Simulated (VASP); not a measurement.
# NaVP: structure and properties in VASP, part 4 of 5

What structure does NaVP take at this level, and what are its properties? The cell is generated by rule, not measured, and may not be a known phase. Left out of this account: 4 further runs (self-consistent run: a volume scan without its fit; self-consistent run: a spoilt try).

VASP 6.6.1, plane waves and PAW; the level of theory is named at each step.

Still holding for the runs below: The cell holds one magnetic atom, so no antiferromagnetic order fits into it.

So far, moment of the cell, from the last line of the log (μB): step 2 (rough relaxation of the start cell) 2.35; step 3 (relaxing cell and atoms (SCAN)) 2.35. The relaxed cell has a = 3.353, c = 5.915 Å (conventional setting).

**5. Bands along the symmetry lines (SCAN)**

This step: SCAN, spin-polarised from a ferromagnetic start; plane waves and PAW (Na_pv, V_sv, P); invented cell (VASP 6.6.1).

Levels along the symmetry lines show where the bands peak and cross; KPOINTS_OPT computes them in the converged potential.

INCAR

```
SYSTEM = NaVP
PREC = Accurate
ENCUT = 400
EDIFF = 1E-06
NELM = 100
ISMEAR = -1
SIGMA = 0.05
LREAL = .FALSE.
ALGO = Normal
METAGGA = SCAN
LASPH = .TRUE.
NBANDS = 27
ISPIN = 2
MAGMOM = 0.016 2.092 -0.152
LMAXMIX = 4
LORBIT = 11
LWAVE = .FALSE.
LCHARG = .FALSE.
```

POSCAR

```
NaVP
1.0
    3.3529981911      0.0000000000      0.0000000000
    0.0000000000      3.3529981911      0.0000000000
    0.0000000000      0.0000000000      5.9153771581
Na V P
1 1 1
Direct
    0.5000000000      0.5000000000      0.0000000000
    0.5000000000      0.5000000000      0.5000000000
    0.0000000000      0.0000000000      0.5000000000
```

KPOINTS

```
Automatic mesh
0
Gamma
7 7 4
0 0 0
```

KPOINTS_OPT

```
Line mode
16
Line-mode
Reciprocal
  0.00000000   0.00000000   0.00000000 GAMMA
  0.00000000   0.50000000   0.00000000 X

  0.00000000   0.50000000   0.00000000 X
  0.50000000   0.50000000   0.00000000 M

  0.50000000   0.50000000   0.00000000 M
  0.00000000   0.00000000   0.00000000 GAMMA

  0.00000000   0.00000000   0.00000000 GAMMA
  0.00000000   0.00000000   0.50000000 Z

  0.00000000   0.00000000   0.50000000 Z
  0.00000000   0.50000000   0.50000000 R

  0.00000000   0.50000000   0.50000000 R
  0.50000000   0.50000000   0.50000000 A

  0.50000000   0.50000000   0.50000000 A
  0.00000000   0.00000000   0.50000000 Z

  0.00000000   0.50000000   0.00000000 X
  0.00000000   0.50000000   0.50000000 R

  0.50000000   0.50000000   0.00000000 M
  0.50000000   0.50000000   0.50000000 A
```

The projector-augmented-wave data sets are Na_pv, V_sv and P (PBE family, release 64).

On the command line:

```console
$ mpirun -np 1 vasp_std
```

Log:

```text
[... set-up lines as in an earlier step ...]
 entering main loop
       N       E                     dE             d eps       ncg     rms          rms(c)
DAV:   1     0.208602508678E+03    0.20860E+03   -0.12395E+04  3552   0.810E+02
DAV:   2    -0.263084636826E+02   -0.23491E+03   -0.22478E+03  3331   0.291E+02
DAV:   3    -0.382013437464E+02   -0.11893E+02   -0.11730E+02  3845   0.713E+01
DAV:   4    -0.383930088580E+02   -0.19167E+00   -0.19140E+00  3754   0.936E+00
DAV:   5    -0.383963757194E+02   -0.33669E-02   -0.33666E-02  3811   0.132E+00    0.208E+01
DAV:   6    -0.337144569800E+02    0.46819E+01   -0.23332E+01  3446   0.304E+01    0.135E+01
DAV:   7    -0.324080811908E+02    0.13064E+01   -0.16117E+01  3408   0.184E+01    0.603E+00
DAV:   8    -0.323600069551E+02    0.48074E-01   -0.11881E+00  3676   0.512E+00    0.183E+00
DAV:   9    -0.323937714261E+02   -0.33764E-01   -0.17215E-01  3499   0.208E+00    0.121E+00
DAV:  10    -0.324034679357E+02   -0.96965E-02   -0.15334E-02  3704   0.684E-01    0.474E-01
DAV:  11    -0.324072881962E+02   -0.38203E-02   -0.16094E-02  3369   0.587E-01    0.260E-01
DAV:  12    -0.324079234962E+02   -0.63530E-03   -0.40556E-03  3372   0.374E-01    0.133E-01
DAV:  13    -0.324083066032E+02   -0.38311E-03   -0.63750E-04  3369   0.135E-01    0.844E-02
DAV:  14    -0.324084691909E+02   -0.16259E-03   -0.19457E-04  3369   0.791E-02    0.419E-02
DAV:  15    -0.324085731763E+02   -0.10399E-03   -0.60197E-05  3405   0.451E-02    0.137E-02
DAV:  16    -0.324085968518E+02   -0.23676E-04   -0.14872E-05  3411   0.218E-02    0.390E-03
DAV:  17    -0.324085944415E+02    0.24102E-05   -0.19203E-06  3568   0.687E-03    0.293E-03
DAV:  18    -0.324085924633E+02    0.19782E-05   -0.12057E-06  3144   0.535E-03    0.151E-03
DAV:  19    -0.324085914331E+02    0.10303E-05   -0.30149E-07  2547   0.289E-03    0.503E-04
DAV:  20    -0.324085908594E+02    0.57369E-06   -0.62984E-08  1770   0.131E-03
   1 F= -.32408591E+02 E0= -.32404427E+02  d E =-.832790E-02  mag=     2.3479
 Start KPOINTS_OPT (optional k-point list driver)
k-point batch [1-30\144]
       N       E                     dE             ncg
DAV:   1    -0.695512813709E+04   -0.23079E+05     3603
DAV:   2    -0.137286828498E+05   -0.67736E+04     3323
DAV:   3    -0.140575960696E+05   -0.32891E+03     3862
DAV:   4    -0.140625822914E+05   -0.49862E+01     3880
DAV:   5    -0.140626705439E+05   -0.88253E-01     3868
DAV:   6    -0.140626733178E+05   -0.27739E-02     3891
DAV:   7    -0.140626734303E+05   -0.11254E-03     3840
DAV:   8    -0.140626734354E+05   -0.50900E-05     3389
DAV:   9    -0.140626734357E+05   -0.24848E-06     2418
[...]
k-point batch [121-144\144]
       N       E                     dE             ncg
DAV:   1    -0.148964034684E+04   -0.25373E+05     2851
DAV:   2    -0.698167028764E+04   -0.54920E+04     2669
DAV:   3    -0.724337209230E+04   -0.26170E+03     2954
DAV:   4    -0.724728120509E+04   -0.39091E+01     2887
DAV:   5    -0.724734706658E+04   -0.65861E-01     2923
DAV:   6    -0.724734902335E+04   -0.19568E-02     2963
DAV:   7    -0.724734910083E+04   -0.77479E-04     3008
DAV:   8    -0.724734910424E+04   -0.34131E-05     2480
DAV:   9    -0.724734910443E+04   -0.18580E-06     1630
```

It took 10 min on 1 MPI rank of Intel Xeon Platinum 8488C (Sapphire Rapids), shared host; peak memory 0.25 GiB.

OUTCAR, selected parts (step 5):

```text
   k-points           NKPTS =     30   k-points in BZ     NKDIM =     30   number of bands    NBANDS=     27

   NELECT =      25.0000    total number of electrons

 E-fermi :   4.4265

 spin component 1
 k-point     1 :       0.0000    0.0000    0.0000
  band No.  band energies     occupation
    ...
     12       3.2800      1.00000
     13       3.6195      1.00000
     14       3.6196      1.00000
     15       4.0390      0.99957
     16       4.0391      0.99957
     17       5.4868      0.00000
     18      10.3294      0.00000
     19      10.4069      0.00000
     20      12.9867      0.00000
     21      15.6064      0.00000
    ...

 k-point     2 :       0.1429    0.0000    0.0000
  band No.  band energies     occupation
    ...
     11       1.7032      1.00000
     12       2.1450      1.00000
     13       3.6599      1.00000
     14       3.7429      1.00000
     15       3.8543      0.99999
     16       5.5445      0.00000
     17       5.6194      0.00000
     18       9.9269      0.00000
     19      11.2608      0.00000
     20      12.0412      0.00000
    ...

  Total        0.0024529      0.0024529     -0.0100238      0.0000000      0.0000000      0.0000000
  in kB        0.0590927      0.0590927     -0.2414874      0.0000000      0.0000000      0.0000000
  external PRESSURE =      -0.0411007 kB  Pullay stress =       0.0000000 kB

  FREE ENERGIE OF THE ION-ELECTRON SYSTEM (eV)
  ---------------------------------------------------
  free  energy   TOTEN  =       -32.4085908594 eV

  energy  without entropy=      -32.4002629562  energy(sigma->0) =      -32.40442691

 magnetization (x)
# of ion       s       p       d       tot
------------------------------------------
    1        0.007   0.009   0.000   0.016
    2        0.050   0.021   2.021   2.091
    3       -0.015  -0.138   0.000  -0.152
--------------------------------------------------
tot          0.042  -0.108   2.021   1.954

[... 9 parts as in an earlier step ...]

[... 13 further parts left out ...]
```

This step gave:

```
SCF cycles : 20
bands      : 27
pressure   : -0.004110 GPa
```

Spin up. The electronic bands at the labelled points (eV, zero at the Fermi level; # counts the bands kept, so #1 is VASP's band 9):

```tsv
point	#3	#4	#5	#6	#7	#8	#9	#10
Γ	-2.53	-1.15	-0.81	-0.81	-0.39	-0.39	1.06	5.90
0.47 of the way	-2.97	-2.42	-0.71	-0.44	-0.39	1.33	2.41	4.67
X	-3.87	-1.59	-0.59	0.54	1.08	1.65	1.77	4.06
0.47 of the way	-3.37	-1.39	-1.34	0.62	1.04	2.41	2.51	2.99
M	-1.96	-1.96	-1.01	-0.70	0.65	1.60	1.67	4.89
0.47 of the way	-3.55	-1.76	-1.45	0.62	0.89	1.18	1.86	3.62
Γ	-2.53	-1.15	-0.81	-0.81	-0.39	-0.39	1.06	5.90
0.47 of the way	-2.35	-1.15	-0.81	-0.81	-0.38	-0.38	1.27	5.20
Z	-1.86	-1.15	-0.81	-0.81	-0.38	-0.38	1.65	4.47
0.53 of the way	-3.18	-1.53	-0.87	-0.69	-0.24	2.61	2.92	3.99
R	-3.87	-1.22	-0.58	-0.25	0.57	1.28	4.11	5.12
0.53 of the way	-3.35	-1.63	-1.02	0.59	0.66	1.53	2.72	4.06
A	-2.01	-2.01	-0.96	-0.84	0.65	1.69	1.87	3.80
0.53 of the way	-3.74	-1.36	-1.36	-0.15	0.85	1.14	2.55	4.83
Z	-1.86	-1.15	-0.81	-0.81	-0.38	-0.38	1.65	4.47
jump to X	-3.87	-1.59	-0.59	0.54	1.08	1.65	1.77	4.06
0.53 of the way	-3.87	-1.43	-0.58	0.28	0.59	1.34	2.82	5.41
R	-3.87	-1.22	-0.58	-0.25	0.57	1.28	4.11	5.12
jump to M	-1.96	-1.96	-1.01	-0.70	0.65	1.60	1.67	4.89
0.47 of the way	-1.98	-1.98	-0.94	-0.83	0.65	1.65	1.74	4.40
A	-2.01	-2.01	-0.96	-0.84	0.65	1.69	1.87	3.80
```

Of the projections kept (Na, V, P), the largest for each band there; the rest of the weight can lie on other orbitals:

```tsv
point	#3	#4	#5	#6	#7	#8	#9	#10
Γ	V 1.00	V 1.00	V 1.00	V 1.00	P 0.83	P 0.83	V 0.85	P 0.69
X	V 0.69	V 0.93	V 1.00	V 0.98	V 0.74	Na 0.67	V 0.78	V 0.50
M	V 1.00	V 1.00	V 0.97	P 1.00	V 1.00	V 0.92	V 0.95	Na 0.74
Γ	V 1.00	V 1.00	V 1.00	V 1.00	P 0.83	P 0.83	V 0.85	P 0.69
Z	V 0.95	V 1.00	V 1.00	V 1.00	P 0.84	P 0.84	P 0.58	V 0.64
R	V 0.69	V 0.97	V 1.00	Na 0.58	V 0.98	V 0.87	P 0.64	P 0.91
```

Spin down. Electronic bands along the path, in eV, zero at the Fermi level; # counts the bands kept, so #1 is VASP's band 9:

```tsv
point	#1	#2	#3	#4	#5	#6	#7
Γ	-3.90	-2.10	-1.30	-0.38	-0.38	0.44	2.17
0.47 of the way	-3.77	-3.66	-2.24	-1.37	0.84	2.13	2.33
X	-6.11	-3.34	-3.16	0.73	1.26	2.38	2.47
0.47 of the way	-5.38	-3.64	-2.74	1.10	1.18	1.98	2.48
M	-4.16	-4.16	-1.28	0.48	0.48	1.86	2.58
0.47 of the way	-4.41	-3.55	-3.10	-0.24	1.20	2.41	2.58
Γ	-3.90	-2.10	-1.30	-0.38	-0.38	0.44	2.17
0.47 of the way	-4.39	-1.30	-1.14	-0.38	-0.38	0.44	2.17
Z	-4.77	-1.29	-0.38	-0.38	0.44	0.46	1.19
0.53 of the way	-4.23	-4.18	-2.45	0.85	0.99	1.09	2.37
R	-6.07	-3.67	-3.16	0.75	1.58	2.40	2.55
0.53 of the way	-5.15	-3.72	-2.88	0.53	1.84	2.25	2.53
A	-4.13	-4.13	-1.59	0.30	0.30	2.04	2.58
0.53 of the way	-4.07	-3.87	-3.33	1.22	1.28	1.54	2.21
Z	-4.77	-1.29	-0.38	-0.38	0.44	0.46	1.19
jump to X	-6.11	-3.34	-3.16	0.73	1.26	2.38	2.47
0.53 of the way	-6.09	-3.54	-3.16	0.74	1.89	2.00	2.40
R	-6.07	-3.67	-3.16	0.75	1.58	2.40	2.55
jump to M	-4.16	-4.16	-1.28	0.48	0.48	1.86	2.58
0.47 of the way	-4.15	-4.15	-1.42	0.40	0.40	1.94	2.58
A	-4.13	-4.13	-1.59	0.30	0.30	2.04	2.58
```

Of the projections kept (Na, V, P), the largest for each band there; the rest of the weight can lie on other orbitals:

```tsv
point	#1	#2	#3	#4	#5	#6	#7
Γ	P 0.85	Na 0.50	V 1.00	P 0.86	P 0.86	V 1.00	V 1.00
X	P 0.53	P 0.64	V 0.60	V 0.79	Na 0.70	V 0.98	V 0.66
M	P 0.74	P 0.74	P 1.00	V 1.00	V 1.00	V 0.95	V 1.00
Γ	P 0.85	Na 0.50	V 1.00	P 0.86	P 0.86	V 1.00	V 1.00
Z	P 0.70	V 1.00	P 0.86	P 0.86	V 1.00	V 0.91	P 0.58
R	P 0.53	P 0.64	V 0.60	Na 0.75	V 0.96	V 0.98	V 1.00
```

There is no gap at this level.

Spin up: of the bands kept, 3 cross the Fermi level on this path. Spin down: of the bands kept, 2 cross the Fermi level on this path.

**6. Density of states (SCAN)**

Here the states are counted by energy and projected on the atoms. The mesh is finer than in the run before.

Changes to INCAR since step 5:

```diff
@@ -5,3 +5,3 @@
 NELM = 100
-ISMEAR = -1
+ISMEAR = -5
 SIGMA = 0.05
@@ -18 +18,2 @@
 LCHARG = .FALSE.
+NEDOS = 2001
```

POSCAR is that of step 5.

KPOINTS

```
Automatic mesh
0
Gamma
10 10 6
0 0 0
```

On the command line:

```console
$ mpirun -np 1 vasp_std
```

Log:

```text
[... set-up lines as in an earlier step ...]
 entering main loop
       N       E                     dE             d eps       ncg     rms          rms(c)
DAV:   1     0.210219423495E+03    0.21022E+03   -0.12310E+04  9968   0.815E+02
DAV:   2    -0.261662157562E+02   -0.23639E+03   -0.22646E+03  9413   0.292E+02
DAV:   3    -0.381772067207E+02   -0.12011E+02   -0.11834E+02 10819   0.719E+01
DAV:   4    -0.383723236703E+02   -0.19512E+00   -0.19480E+00 10544   0.945E+00
DAV:   5    -0.383757433982E+02   -0.34197E-02   -0.34190E-02 10723   0.133E+00    0.208E+01
DAV:   6    -0.337453831643E+02    0.46304E+01   -0.24564E+01  9690   0.306E+01    0.135E+01
DAV:   7    -0.324150397207E+02    0.13303E+01   -0.17459E+01  9485   0.188E+01    0.603E+00
DAV:   8    -0.323504199931E+02    0.64620E-01   -0.13026E+00 10212   0.497E+00    0.185E+00
DAV:   9    -0.323675729555E+02   -0.17153E-01   -0.23613E-01 10063   0.233E+00    0.119E+00
DAV:  10    -0.323803242493E+02   -0.12751E-01   -0.20727E-02  9901   0.811E-01    0.530E-01
DAV:  11    -0.323845036237E+02   -0.41794E-02   -0.19974E-02  9351   0.658E-01    0.253E-01
DAV:  12    -0.323859892850E+02   -0.14857E-02   -0.57091E-03  9258   0.442E-01    0.140E-01
DAV:  13    -0.323861336419E+02   -0.14436E-03   -0.67140E-04  9467   0.141E-01    0.864E-02
DAV:  14    -0.323862943600E+02   -0.16072E-03   -0.63855E-04  9270   0.132E-01    0.393E-02
DAV:  15    -0.323864146117E+02   -0.12025E-03   -0.11638E-04  9601   0.597E-02    0.126E-02
DAV:  16    -0.323864207895E+02   -0.61777E-05   -0.19345E-05  9919   0.240E-02    0.533E-03
DAV:  17    -0.323864178230E+02    0.29665E-05   -0.56191E-06  9923   0.115E-02    0.346E-03
DAV:  18    -0.323864215197E+02   -0.36967E-05   -0.22555E-06  8901   0.788E-03    0.179E-03
DAV:  19    -0.323864160165E+02    0.55032E-05   -0.30388E-07  6340   0.318E-03    0.936E-04
DAV:  20    -0.323864130942E+02    0.29224E-05   -0.85937E-08  4917   0.167E-03    0.416E-04
DAV:  21    -0.323864121485E+02    0.94571E-06   -0.33493E-08  4821   0.941E-04
   1 F= -.32386412E+02 E0= -.32386412E+02  d E =0.000000E+00  mag=     2.3920
 -----------------------------------------------------------------------------
|                                                                             |
|           W    W    AA    RRRRR   N    N  II  N    N   GGGG   !!!           |
|           W    W   A  A   R    R  NN   N  II  NN   N  G    G  !!!           |
|           W    W  A    A  R    R  N N  N  II  N N  N  G       !!!           |
|           W WW W  AAAAAA  RRRRR   N  N N  II  N  N N  G  GGG   !            |
|           WW  WW  A    A  R   R   N   NN  II  N   NN  G    G                |
|           W    W  A    A  R    R  N    N  II  N    N   GGGG   !!!           |
|                                                                             |
|     Tetrahedron method does not include variations of the Fermi             |
|     occupations, so forces and stress will be inaccurate. We suggest        |
|     using a different smearing scheme ISMEAR = 1 or 2 for metals in         |
|     relaxations.                                                            |
|                                                                             |
 -----------------------------------------------------------------------------
```

Elapsed: 8.9 min, on 1 MPI rank; peak memory 0.29 GiB.

From OUTCAR (step 6):

```text
   k-points           NKPTS =     84   k-points in BZ     NKDIM =     84   number of bands    NBANDS=     27

   NELECT =      25.0000    total number of electrons

 E-fermi :   4.4747

 spin component 1
 k-point     1 :       0.0000    0.0000    0.0000
  band No.  band energies     occupation
    ...
     12       3.3084      1.00000
     13       3.6337      1.00000
     14       3.6337      1.00000
     15       4.0218      1.00906
     16       4.0218      0.77116
     17       5.4779      0.00000
     18      10.3537      0.00000
     19      10.4472      0.00000
     20      12.9684      0.00000
     21      15.5995      0.00000
    ...

 k-point     2 :       0.1000    0.0000    0.0000
  band No.  band energies     occupation
    ...
     11       1.6333      1.00000
     12       2.5378      1.00000
     13       3.6542      1.00000
     14       3.6912      1.00000
     15       3.8805      1.02824
     16       4.9745     -0.00959
     17       5.5518      0.00000
     18      10.1756      0.00000
     19      10.9302      0.00000
     20      12.4934      0.00000
    ...

  Total        0.0933547      0.0933547     -0.0577407      0.0000000      0.0000000      0.0000000
  in kB        2.2490425      2.2490425     -1.3910526      0.0000000      0.0000000      0.0000000
  external PRESSURE =       1.0356774 kB  Pullay stress =       0.0000000 kB

  FREE ENERGIE OF THE ION-ELECTRON SYSTEM (eV)
  ---------------------------------------------------
  free  energy   TOTEN  =       -32.3864121485 eV

  energy  without entropy=      -32.3864121485  energy(sigma->0) =      -32.38641215

 magnetization (x)
# of ion       s       p       d       tot
------------------------------------------
    1        0.010   0.009   0.000   0.020
    2        0.050   0.024   2.031   2.105
    3       -0.014  -0.136   0.000  -0.151
--------------------------------------------------
tot          0.046  -0.103   2.031   1.974

[... 7 parts as in an earlier step ...]

[... 15 further parts left out ...]
```

With tetrahedra the forces and stress of a metal are not exact derivatives of the energy.

Numbers from this step:

- SCF cycles: 21
- irreducible k-points: 84
- free energy (TOTEN): -32.39 eV
- Fermi energy: 4.475 eV
- pressure: 0.1036 GPa
- moment of the cell, from the last line of the log: 2.392 μB
- DOS at the Fermi level: 1.490 states/eV/cell

The density of states has structure finer than the step of the table below, so its rows give means over 0.5 eV, whole bins alone (the curve runs from -12.0 to 7.97 eV). Peaks (eV: height): total up -4.05: 3.07, 0.53: 2.37, 0.67: 3.03, 1.82: 1.92; total down 0.71: 2.26, 2.42: 2.98, 2.56: 3.10, 3.07: 2.19; V d up -1.65: 1.15, -0.81: 1.40, 0.53: 1.59, 0.67: 2.40; V d down 0.71: 0.789, 2.42: 1.99, 2.56: 2.29, 3.07: 1.17; P p up -5.06: 0.175, -4.05: 0.639, 0.48: 0.174, 2.42: 0.135.

States under -12.0 eV and over 8.0 eV are left out. Table of density of states by energy, zero at the Fermi level; means over each step; 7 of 8 lines; values in states/eV/cell:

```tsv
energy (eV)	total up	total down	V d up	V d down	P p up	P p down	P s up
-11.5	0.379	0.475	0.00810	0.00968	0.00215	0.00199	0.177
-11.0	0.792	0.964	0.0275	0.0441	0.00242	0.00138	0.397
-10.5	0.388	6.5e-4	0.0357	6.8e-5	2.5e-4	0	0.202
-10.0	0	0	0	0	0	0	0
-9.5	0	0	0	0	0	0	0
-9.0	0	0	0	0	0	0	0
-8.5	0	0	0	0	0	0	0
-8.0	0	0	0	0	0	0	0
-7.5	0	0	0	0	0	0	0
-7.0	0	0	0	0	0	0	0
-6.5	0.127	0	0.0141	0	0.0296	0	0.00101
-6.0	0.307	0.141	0.0357	0.0141	0.0725	0.0370	0.00384
-5.5	0.413	0.324	0.0557	0.0324	0.101	0.0870	0.00631
-5.0	0.581	0.464	0.0825	0.0496	0.139	0.129	0.00871
-4.5	0.694	0.789	0.0664	0.0651	0.154	0.202	0.00418
-4.0	2.01	0.868	0.547	0.0670	0.427	0.234	0.00532
-3.5	1.02	1.35	0.377	0.209	0.192	0.358	0.00226
-3.0	0.561	1.10	0.240	0.278	0.0825	0.304	0.00259
-2.5	0.354	0.499	0.170	0.115	0.0303	0.137	0.00244
-2.0	0.834	0.353	0.495	0.0792	0.0171	0.0894	0.00394
-1.5	1.49	0.161	0.988	0.0365	0.00712	0.0285	0.00250
-1.0	1.61	0.185	1.25	0.0341	0.00320	0.0198	2.2e-4
-0.5	0.865	0.228	0.526	0.0440	0.0691	0.0168	0.00404
0.0	1.12	0.363	0.606	0.0947	0.106	0.0281	0.00930
0.5	1.86	1.25	1.23	0.478	0.127	0.0402	0.00888
1.0	0.475	0.834	0.242	0.417	0.0411	0.0442	0.00609
1.5	1.01	1.59	0.390	0.904	0.0720	0.0460	0.0261
2.0	1.26	1.90	0.392	1.21	0.109	0.0606	0.0264
2.5	0.970	2.38	0.225	1.57	0.104	0.0592	0.0140
3.0	0.510	1.76	0.124	0.925	0.0513	0.0877	0.0110
3.5	0.718	0.917	0.113	0.422	0.0605	0.0589	0.00974
4.0	0.711	0.710	0.114	0.340	0.0651	0.0698	0.00800
4.5	0.625	0.806	0.112	0.234	0.0568	0.0374	0.00894
5.0	0.681	0.665	0.0916	0.166	0.0578	0.0417	0.0118
5.5	0.747	0.689	0.0823	0.145	0.0487	0.0440	0.0125
6.0	0.684	0.930	0.0668	0.165	0.0343	0.0567	0.0128
6.5	0.754	0.824	0.0564	0.118	0.0358	0.0391	0.0243
7.0	0.882	0.657	0.0743	0.0721	0.0355	0.0247	0.0228
7.5	1.11	0.843	0.102	0.0728	0.0486	0.0319	0.0253
```

The finer mesh and the other smearing move the Fermi level by +0.05 eV from the 7×7×4 run, a small shift, which tests the Fermi level alone. Of the states within 0.3 eV of the Fermi level, the largest shares in the PAW spheres are V d 48 % and P p 9 %. The rest lies in smaller channels or between the spheres.

(Part 4 of 5 ends here.)

[Lines on the potential files, build, host, timing and source positions are cut from VASP's logs without a mark.]

[Logs are printed without paths, hosts, clocks, repeated set-up lines and the standing remarks that a program may print on its own settings, such as how far it seeks lower states.]

[Hosts, paths, dates, database ids (printed as entryN), source tags and the programs' standing remarks are cut or masked in the printed files.]

[A measured line is paired with the nearest computed mode of its activity, which favours agreement.]
